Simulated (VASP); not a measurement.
```yaml
crystal:
  lattice:
    - [3.75080, 0.00000, 0.00000]
    - [0.00000, 1.90572, 7.56745]
    - [0.00000, -1.90572, 7.56745]
  atoms:
    - { symbol: Hf, position: [0.00000, 0.89431, 0.89431] }
    - { symbol: Sc, position: [0.50000, 0.10544, 0.10544] }
    - { symbol: Ge, position: [0.00000, 0.55574, 0.55574] }
    - { symbol: Ge, position: [0.50000, 0.44230, 0.44230] }
    - { symbol: Ge, position: [0.00000, 0.25205, 0.25205] }
    - { symbol: Ge, position: [0.50000, 0.75016, 0.75016] }
```

These are PBEsol GGA, VASP's PBE PAW potentials (set 64) (plane waves; VASP) values and carry that method's errors. Settings: 300 eV cut-off, 4×4×4 Γ-centred mesh, Fermi-Dirac smearing of 0.14 eV, potentials Hf_pv Sc_sv Ge_d.

At this cut-off the stress carries a Pulay error, which pulls relaxed volumes low.

**Question.** Which forces act on the atoms, in eV/Å?

**Answer.** 
```tsv
atom	Fx	Fy	Fz
Hf1	0.000	0.000	0.029
Sc2	0.000	0.000	-0.093
Ge3	0.000	0.000	0.233
Ge4	0.000	0.000	-0.211
Ge5	0.000	0.000	-0.034
Ge6	0.000	0.000	0.076
```

**Question.** Give the stress tensor in GPa (positive for a compressed cell).

**Answer.** 
```
-1.84   0.00   0.00
 0.00  -2.55   0.00
 0.00   0.00  -5.69
```
The pressure is its mean diagonal, -3.36 GPa.

The structure comes from a computed database's HfScGe4 entry (Amm2); how it stands against other phases isn't given here. The cell was not relaxed at this level. The k-mesh is coarse (spacing up to 0.42 per Å, 2π included), so the numbers may not be converged in it. The electron count is odd and the run is not spin-polarised, which forces a metal.
